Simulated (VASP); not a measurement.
Given:

```yaml
crystal:
  lattice:
    - [0.00000, 2.63589, 2.63589]
    - [2.63589, 0.00000, 2.63589]
    - [2.63589, 2.63589, 0.00000]
  atoms:
    - { symbol: Zn, position: [0.00000, 0.00000, 0.00000] }
    - { symbol: S, position: [0.25000, 0.25000, 0.25000] }
```

All values below come from vdW-DF-cx, VASP's PBE PAW potentials (set 64) (plane waves; VASP). Settings: 520 eV cut-off, 9×9×9 Γ-centred mesh, Gaussian smearing of 0.050 eV, potentials Zn S.

Task: What does the run give for the energy per atom (σ→0), pressure, band gap (on the k-mesh) with the smallest direct gap where there is one?

Result: 
```json
{
 "band gap (on the k-mesh)": "2.37 eV",
 "smallest direct gap (on the k-mesh)": "2.37 eV",
 "energy per atom (σ→0)": "-1.216 eV/atom",
 "pressure": "5.44 GPa"
}
```

Only differences to runs with the same potentials and settings are physical.

The compound is ZnS in the zinc blende structure. This cell is one point of a volume scan, at 0.94 of the reference volume.
